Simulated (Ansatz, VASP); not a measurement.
# SnS2: VASP beside Ansatz, part 2 of 2

Aim: how closely do two programs agree when they are given the same cell, functional and k mesh? The structure shown is the end of the Ansatz relaxation below.

VASP 6.6.1 and Ansatz 0.2.0.

So far. Step 3 (VASP: single point, PBE with D3(BJ), pair 1): The run ends at a pressure of -0.04 GPa, with forces up to 0.0063 eV/Å.

## (5) Ansatz: relaxation, PBE with D3(BJ)

Level of this step: Ansatz beside VASP: Kohn-Sham DFT, plane waves, PBE with D3(BJ) (Ansatz).

This run makes the geometry at which the two programs are then compared. This pair takes another cell of the material, with 6 atoms against 3 for the pair before.

The structure compared here is the end of the Ansatz relaxation.

Contents of input.yaml:

```yaml
crystal:
  lattice:
    - [3.6215, 0.0, 0.0]
    - [-1.81075, 3.136311, 0.0]
    - [0.0, 0.0, 23.54845]
  atoms:
    - { symbol: Sn, position: [0.0, 0.0, 0.38003457] }
    - { symbol: Sn, position: [0.0, 0.0, 0.61996543] }
    - { symbol: S, position: [0.66666667, 0.33333333, 0.3184923] }
    - { symbol: S, position: [0.66666667, 0.33333333, 0.55842317] }
    - { symbol: S, position: [0.33333333, 0.66666667, 0.44157683] }
    - { symbol: S, position: [0.33333333, 0.66666667, 0.6815077] }
kpoints:
  mp_grid: { grid: [11, 11, 2] }
scf:
  occupations: { method: fermi_dirac, width: 0.02 }
hamiltonian:
  xc: pbe
  pseudopotentials: { kind: paw, azcp: { folder: soft_1 } }
  dispersion: d3bj
basis:
  ecutwfc: 600
output:
  forces: true
  stress: true
relax:
  f_tol: 0.005
  max_steps: 70
  cell: { stress_tol: 0.02, p_target: 0, fix: [c, alpha, beta, gamma] }
```

Command:

```console
ansatz run input.yaml --threads 4 --pin off --max-ram 10240MiB --backend cpu --events-out ev --progress --plain --runs-dir out
```

Numbers of over 12 decimals in the logs are rounded to 6 here.

What it wrote:

```text
[...]
Crystal: 6 atoms, lattice volume = 267.467 Å³
Basis set: ecut = 600 eV, 8981 PW (Γ), exchange–correlation on 60×60×384 points (8 copies of the dense FFT grid, shifted against one another)
Bands: 32, of which v1, the nominal top of the filled ones, is band 26 counted from 1 (25 counted from 0)
Symmetry: 4 space group operations
k-points: 72 of 242
[...]
- [-1.833445, 3.175619, 0]
    - [0, 0, 23.54845]
  atoms:
    - { symbol: Sn, position: [-1.3573764212494827e-9, 1.3573764212494463e-9, 0.376452] }
    - { symbol: Sn, position: [1.3573764212494517e-9, -1.3573764212494463e-9, 0.623548] }
    - { symbol: S, position: [0.666667, 0.333333, 0.313488] }
    - { symbol: S, position: [0.666667, 0.333333, 0.560685] }
    - { symbol: S, position: [0.333333, 0.666667, 0.439315] }
    - { symbol: S, position: [0.333333, 0.666667, 0.686512] }
[key lines of the parts left out:]
SCF converged after 8 iterations
Free energy (F): -15660.716969 eV
Fermi energy:    0.558118 eV
P = ⅓ Tr σ = -0.0038 GPa (-0.038 kbar)
```

## (6) VASP: single point, PBE with D3(BJ), pair 2

The same cell, functional, mesh and smearing now go to VASP, with its own data sets.

Contents of INCAR:

```
SYSTEM = SnS2
PREC = Accurate
ENCUT = 500
EDIFF = 1E-06
NELM = 120
ISMEAR = -1
SIGMA = 0.02
LREAL = .FALSE.
ALGO = Normal
GGA = PE
IVDW = 12
NBANDS = 32
LORBIT = 11
LWAVE = .FALSE.
LCHARG = .FALSE.
ISIF = 2
LASPH = .TRUE.
GGA_COMPAT = .FALSE.
EFERMI = MIDGAP
KPAR = 2
```

Contents of POSCAR:

```
SnS2
1.0
    3.6668890708      0.0000000000      0.0000000000
   -1.8334445354      3.1756190881      0.0000000000
    0.0000000000      0.0000000000     23.5484500000
Sn S
2 4
Direct
    0.9999999986      0.0000000014      0.3764517990
    0.0000000014      0.9999999986      0.6235482010
    0.6666666646      0.3333333354      0.3134882753
    0.6666666680      0.3333333320      0.5606846331
    0.3333333320      0.6666666680      0.4393153669
    0.3333333354      0.6666666646      0.6865117247
```

Contents of KPOINTS:

```
Automatic mesh
0
Gamma
11 11 2
0 0 0
```

The projector-augmented-wave data sets are Sn_d and S (PBE family, release 64).

Command:

```console
mpirun -np 2 vasp_std
```

What it wrote:

```text
[banner, memory and clock lines left out]
running    2 mpi-ranks, on    1 nodes
[...]
LDA part: xc-table for (Slater+PW92), standard interpolation
 POSCAR, INCAR and KPOINTS ok, starting setup
[...]
entering main loop
       N       E                     dE             d eps       ncg     rms          rms(c)
DAV:   1     0.479687367701E+03    0.47969E+03   -0.23251E+04  2216   0.154E+03
DAV:   2     0.367355238414E+02   -0.44295E+03   -0.43208E+03  2504   0.373E+02
DAV:   3    -0.243677427861E+02   -0.61103E+02   -0.59806E+02  2480   0.152E+02
DAV:   4    -0.272674533481E+02   -0.28997E+01   -0.28832E+01  2592   0.367E+01
[...]
DAV:  20    -0.263634091300E+02   -0.58989E-05   -0.12228E-07  1728   0.123E-03    0.112E-03
DAV:  21    -0.263634116051E+02   -0.24751E-05   -0.54172E-08  1744   0.166E-03    0.792E-04
DAV:  22    -0.263634119830E+02   -0.37787E-06   -0.15075E-08  1696   0.691E-04
   1 F= -.28032457E+02 E0= -.28032457E+02  d E =-.110957E-17
```

Parts of OUTCAR (step 6):

```text
 Edisp (eV)   -1.66905

  Total      -0.12094    -0.12094    -0.10058    -0.00000     0.00000     0.00000
  in kB      -0.70662    -0.70662    -0.58767    -0.00000     0.00000     0.00000
  external pressure =       -0.67 kB  Pullay stress =        0.00 kB

 POSITION                                       TOTAL-FORCE (eV/Angst)
 -----------------------------------------------------------------------------------
      3.66689      0.00000      8.86486         0.000000      0.000000     -0.000422
     -1.83344      3.17562     14.68359        -0.000000      0.000000      0.000422
      1.83344      1.05854      7.38216         0.000000     -0.000000      0.006173
      1.83344      1.05854     13.20325         0.000000     -0.000000      0.006479
     -0.00000      2.11708     10.34520        -0.000000      0.000000     -0.006479
      0.00000      2.11708     16.16629        -0.000000      0.000000     -0.006173
 -----------------------------------------------------------------------------------
    total drift:                                0.000000      0.000000      0.000000

  FREE ENERGIE OF THE ION-ELECTRON SYSTEM (eV)
  ---------------------------------------------------
  free  energy   TOTEN  =       -28.0324571200 eV

  energy  without entropy=      -28.0324571200  energy(sigma->0) =      -28.03245712

[... 3 further parts left out ...]
[key lines of the parts left out:]
E-fermi :  -0.3587
```

The run ends at a pressure of -0.07 GPa, with forces up to 0.0065 eV/Å.

## (7) Differences

The two programs side by side:

| quantity | Ansatz | VASP | difference |
| --- | --- | --- | --- |
| pressure (GPa) | 0.00 | -0.07 | +0.06 |
| gap on the k mesh (eV) | 1.552 | 1.551 | +0.001 |

At this near-relaxed geometry the largest component of a force difference is 7 meV/Å. A gap on the mesh is an upper bound, since the band edges may lie between its points. With vacuum in the cell, a pressure given here is an average over mostly empty space and none of the material.

## (8) Summary of results

```yaml
difference_in_gap_on_the_k_mesh_single_point_pbe_with_d3_bj_pair_1: -1.4e-4 eV
difference_in_gap_on_the_k_mesh_single_point_pbe_with_d3_bj_pair_2: 0.0010 eV
```

What this shows: The difference in gap on the k mesh is 0.0010 eV (single point, PBE with D3(BJ), pair 2), within the 0.08 eV picked in this series as the mark of a large difference. Such differences can come from data sets, numerical settings and the points named under the comparisons, not from the functional's error against experiment.

[Lines on the potential files, build, host, timing and source positions are cut from VASP's logs without a mark.]

[Logs are printed without paths, hosts, clocks, repeated set-up lines and the standing remarks that a program may print on its own settings, such as how far it seeks lower states.]

[Hosts, paths, dates, database ids (printed as entryN), source tags and the programs' standing remarks are cut or masked in the printed files.]
